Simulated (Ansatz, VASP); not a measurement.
# Cross-check of P between VASP and Ansatz, part 2 of 2

One calculation is typed for both programs; each brings its own data sets. How far apart do they land? The cell is taken from a series of runs on this material, whose earlier steps may have relaxed, scaled, displaced or heated it; both programs get it as it stands.

VASP 6.6.1 and Ansatz 0.2.0.

So far: The starting structure; VASP: zone-centre phonons, PBEsol with D3(BJ).

### 3. Ansatz: zone-centre phonons, PBEsol with D3(BJ)

Level of this step: Ansatz beside VASP: Kohn-Sham DFT, plane waves, PBEsol with D3(BJ) (Ansatz).

Ansatz runs on its PAW soft_1 files.

The same cell, functional, mesh and smearing now go to Ansatz, which takes its cutoff from its data sets.

File input.yaml:

```yaml
crystal:
  lattice:
    - [1.6758296265, -4.9185692029, 0.0]
    - [1.6758296265, 4.9185692029, 0.0]
    - [0.0, 0.0, 3.7678988711]
  atoms:
    - { symbol: P, position: [0.8879679556, 0.1120320444, 0.0540076656] }
    - { symbol: P, position: [0.6120320444, 0.3879679556, 0.5540076656] }
    - { symbol: P, position: [0.1120320444, 0.8879679556, 0.9459923344] }
    - { symbol: P, position: [0.3879679556, 0.6120320444, 0.4459923344] }
kpoints:
  mp_grid: { grid: [12, 12, 12] }
hamiltonian:
  xc: pbesol
  dispersion: d3bj
  pseudopotentials: { kind: paw, azcp: { folder: soft_1 }, xc_functional: pbe }
scf:
  occupations: { method: methfessel_paxton, width: 0.2 }
output:
  eigenvalues: true
phonons:
  method: dfpt
```

Started as:

```sh
> ansatz run input.yaml --threads 4 --pin off --max-ram 16384MiB --backend cpu --events-out ev --progress --plain --runs-dir out
```

Numbers of over 12 decimals in the logs are rounded to 6 here.

What it wrote:

```text
zone centre: on kpoints.mp_grid the ground state, and the responses unless they are solved on pairs of k-points, stand on 476 of the mesh's 1728 k-points, reduced under 2 symmetry operations, with k and −k counted as one. Each operation leaves every solved displacement unchanged or reverses it
Engine: ansatz 0.2.0, x86_64-unknown-linux-gnu
Pseudopotentials: kind: paw
Pseudopotential: P, paw, valence charge 5, recommended cutoff 420 eV (normal), soft_1/P.paw.azcp
Functional definition: PBEsol
  exchange = pbesol_x
  correlation = pbesol_c
Crystal: 4 atoms, lattice volume = 62.115 Å³
Basis set: ecut = 420 eV, 1233 PW (Γ), exchange–correlation on 72×72×60 points (8 copies of the dense FFT grid, shifted against one another)
Bands: 14, of which v1, the nominal top of the filled ones, is band 10 counted from 1 (9 counted from 0)
Symmetry: 8 space group operations
k-points: 476 of 1728 (irreducible under 2 space group operations, time reversal used)
Non-local potential: P, projectors of the file, l = 0: 2, l = 1: 2, l = 2: 1
PAW form: soft (Blöchl's): semilocal exchange-correlation on the pseudo side does not see the compensation charge
PAW frozen core: P, regenerated for the run's functional, and the local potential with it (the file was generated under x = pbe(κ = 0.804, μ = 0.219515), c = pbe(β = 0.066725))
PAW one-centre angular grid: P, 110 points (default); XC on 64 Gauss nodes
Initial density: superposition of atomic densities (chi_scale 0.1, normalization cell)
Initial wavefunctions: pseudopotential atomic-orbital guess
Functional: x = pbesol(κ = 0.804, μ = 0.123457), c = pbesol(β = 0.046)
SCF iter   1: F=—  HF=-2961.642296 eV  |F-HF|=—  |Δ(HF+E_count)|=         —  Δρ=3.88e-2  dr2=5.51e-1  ethr=3.10e-3  ⟨swp⟩=6.9  Hψ=49338  notcnv=0
preconditioner: auto → Kerker (q_TF=auto, 2.259 Å⁻¹)  [metal: Δε(μ)=0.030 eV  Ē_g=9.330 eV  σ=0.200 eV  W_gap=0.12  n_scr=12 (ndim 8)  ℏωp=21.1 eV  f_vac=0.000  D(μ)=0.48/eV (n_scr^D=0)]
SCF iter   2: F=—  HF=-2961.540416 eV  |F-HF|=—  |Δ(HF+E_count)|=   1.02e-1  S|Δr|=    0.00e0  Δρ=2.31e-2  dr2=2.04e-1  ethr=2.76e-3  ⟨swp⟩=1.2  Hψ=10582  notcnv=0
SCF iter   3: F=—  HF=-2961.483942 eV  |F-HF|=—  |Δ(HF+E_count)|=   5.65e-2  S|Δr|=    0.00e0  Δρ=1.61e-3  dr2=1.12e-3  ethr=1.02e-3  ⟨swp⟩=2.0  Hψ=9970  notcnv=0
SCF iter   4: F=—  HF=-2961.484047 eV  |F-HF|=—  |Δ(HF+E_count)|=   1.05e-4  S|Δr|=    0.00e0  Δρ=3.99e-4  dr2=1.04e-4  ethr=5.62e-6  ⟨swp⟩=2.1  Hψ=11103  notcnv=0
SCF iter   5: F=—  HF=-2961.484060 eV  |F-HF|=—  |Δ(HF+E_count)|=   1.28e-5  S|Δr|=    0.00e0  Δρ=7.09e-5  dr2=2.92e-6  ethr=5.19e-7  ⟨swp⟩=2.2  Hψ=11497  notcnv=0
SCF iter   6: F=—  HF=-2961.484060 eV  |F-HF|=—  |Δ(HF+E_count)|=   7.27e-8  S|Δr|=    0.00e0  Δρ=9.63e-6  dr2=7.54e-8  ethr=1.46e-8  ⟨swp⟩=2.3  Hψ=11527  notcnv=0
SCF iter   7: F=—  HF=-2961.484060 eV  |F-HF|=—  |Δ(HF+E_count)|=   3.65e-8  S|Δr|=    0.00e0  Δρ=2.07e-6  dr2=5.52e-9  ethr=3.77e-10  ⟨swp⟩=2.4  Hψ=11570  notcnv=0
SCF iter   8: F=—  HF=-2961.484060 eV  |F-HF|=—  |Δ(HF+E_count)|=  6.11e-10  S|Δr|=    0.00e0  Δρ=3.38e-7  dr2=1.75e-10  ethr=2.76e-11  ⟨swp⟩=2.6  Hψ=10314  notcnv=0
SCF iter   9: F=-2961.484060 eV  HF=-2961.484060 eV  |F-HF|=4.55e-13  |Δ(HF+E_count)|=  4.00e-11  S|Δr|=    0.00e0  Δρ=6.96e-8  dr2=2.85e-12  ethr=1.00e-12  ⟨swp⟩=9.4  Hψ=46608  notcnv=0
SCF 1 converged in 9 iterations: F = -2961.484060 eV  dr2 = 2.85e-12
  greatest PAW one-centre occupation: 0.806 electrons in one spin orbital (limit 2), on the P atom at site 2 (counted from 0), in its partial waves of l = 0
DFPT response loops at Γ: preconditioner auto → Kerker (q_TF=auto, 2.259 Å⁻¹) (partly filled bands, converged f_vac=0.000); β = 1.00, the filter's whole step (`scf.mixing.beta` (0.50) is not read by the response loops under this deck's `scf.mixing.preconditioner`; to damp them name `kerker` or `kerker_dos`, under which they read `scf.mixing.beta`, and type it under 1.00, their step now; both keys bind the ground state too); Broyden in place of MSR1
SCF converged after 9 iterations
Stability not checked: this state was not tested for a lower state beside it, because cold or Methfessel-Paxton smearing, or corrected tetrahedra, fill the levels in a way that the test cannot read (fill_not_monotonic; see scf.lower_state_search)
Free energy (F): -2961.484060 eV
Harris-Foulkes:  -2961.484060 eV  (|F-HF|=4.55e-13)
Internal energy: -2961.485532 eV  (E = F + TS)
E sigma→0 (E₀):  -2961.484428 eV
Entropy (-TS):   0.001472 eV (0.368 meV/atom)
Fermi energy:    10.094491 eV
--- Per-component energies (eV) ---
  E_band       = 64.749739
  E_kinetic    = 278.770668
  E_local      = -140.642899  (includes V_loc(G=0)·N_el)
  E_nonlocal   = 130.594822
  E_hartree    = 37.059434
  E_xc         = -290.977220
  E_vxc        = -247.400166  (∫ρ·V_xc dr)
  E_paw        = -2172.672911  (= ΣΔE_a)
  E_vpaw       = -30.691564  (= ΣTr[D̂ρ^β])
  E_aug_tail   = -0.000001  (compensation charges beyond the density's cutoff)
  E_ewald      = -802.345643
  E_disp       = -1.456166  (pairwise vdW)
  E_core_change = 0.184385  (= ΣΔE_core)
  E_smearing   = 0.001472  (= −TS)
  E_closure    = 0.000000  (closes the sum)
  Σ components = -2961.484060   (vs F -2961.484060, Δ=0.00e0)
--- Band table (eV; the first three rows and the last of 476) ---
  k-point 0: bands = [... 6 lower, 6.7293, 6.9413, 7.3974, 8.9689, 11.4400, 11.9371, 12.0367, 14.4971]
  k-point 1: bands = [... 6 lower, 5.9247, 6.9765, 8.1164, 8.7516, 11.2536, 12.0216, 12.5582, 13.9868]
  k-point 2: bands = [... 6 lower, 5.8325, 7.0735, 8.2168, 8.9418, 11.4109, 12.1136, 13.0577, 13.2854]
  k-point 475: bands = [... 6 lower, 7.8528, 7.8528, 9.2615, 9.2615, 11.0729, 11.0729, 12.1406, 12.1406]
--- Phonons (Γ-DFPT): 3 representative perturbations + reference, on 476 of 1728 k-points (Σ response iterations 9) ---
  k mesh reduced under 2 symmetry operations, with k and −k counted as one. Each operation leaves every solved displacement unchanged or reverses it
  ASR residual: 2.166e-5 → 0.000e0 eV/Å²; symmetrization residual: 6.250e-7 eV/Å²
  pairwise dispersion correction: d3bj (s6 = 1.0, s8 = 2.9491, a1 = 0.4466, a2_bohr = 6.1742), with the weights of each atom's references fixed at the reference crystal's, and the forces and stress that the weights' published response gives there kept as a pressure on the atom's counted neighbours (hamiltonian.dispersion)
  ASR residual per site (eV/Å²): 2.17e-5 2.17e-5 2.17e-5 2.17e-5
  Γ frequencies (cm⁻¹): 0.00 0.00 0.00 57.09 165.31 195.87 356.71 379.88 381.74 388.93 412.48 436.92
  non-analytic LO–TO correction: not included (Born effective charges unavailable; polar crystals: no LO–TO splitting at Γ)
```

In the SCF lines HF is the Harris–Foulkes energy and dr2 the Hartree energy of the density residual, in eV; the loop may stop once dr2 is under the threshold and the program's other checks hold. Hψ counts applications of the Hamiltonian.

### 4. Side by side

Known differences besides the potentials themselves: the cutoff is 420 eV in Ansatz and 500 eV in VASP; Ansatz makes its cores anew for this functional, VASP keeps those of its PBE data sets; Ansatz takes the dispersion share of the force constants at frozen C6 weights, VASP differentiates the full forces; VASP uses finite displacements, Ansatz perturbation theory. Total energies have different zeros and are not compared.

The two programs side by side:

| quantity | Ansatz | VASP | difference |
| --- | --- | --- | --- |
| optical mode 1 (cm⁻¹) | 57.1 | 57.6 | -0.90 % |
| optical mode 2 (cm⁻¹) | 165.3 | 166.7 | -0.81 % |
| optical mode 3 (cm⁻¹) | 195.9 | 196.6 | -0.36 % |
| optical mode 4 (cm⁻¹) | 356.7 | 357.8 | -0.30 % |
| optical mode 5 (cm⁻¹) | 379.9 | 380.3 | -0.12 % |
| optical mode 6 (cm⁻¹) | 381.7 | 381.3 | +0.10 % |
| optical mode 7 (cm⁻¹) | 388.9 | 388.6 | +0.08 % |
| optical mode 8 (cm⁻¹) | 412.5 | 411.7 | +0.20 % |
| optical mode 9 (cm⁻¹) | 436.9 | 436.8 | +0.03 % |

Modes are paired by rising frequency, not by their patterns, so a pair may set unlike modes beside each other; they are those without the splitting of longitudinal modes.

### 5. What came out

* r.m.s. difference of the optical zone-centre modes, each program's sorted by frequency (zone-centre phonons, PBEsol with D3(BJ)): 0.74 cm⁻¹
* difference in optical mode 1 (zone-centre phonons, PBEsol with D3(BJ)): -0.9 %

What this shows: The r.m.s. difference of the optical zone-centre modes, each program's sorted by frequency is 0.74 cm⁻¹ (zone-centre phonons, PBEsol with D3(BJ)). Among the rows given in per cent, the largest difference of the zone-centre phonons, PBEsol with D3(BJ) pair is in optical mode 1, -0.9 %. Such differences can come from data sets, numerical settings and the points named under the comparisons, not from the functional's error against experiment.

[Lines on the potential files, build, host, timing and source positions are cut from VASP's logs without a mark.]

[Logs are printed without paths, hosts, clocks, repeated set-up lines and the standing remarks that a program may print on its own settings, such as how far it seeks lower states.]

[Hosts, paths, dates, database ids (printed as entryN), source tags and the programs' standing remarks are cut or masked in the printed files.]
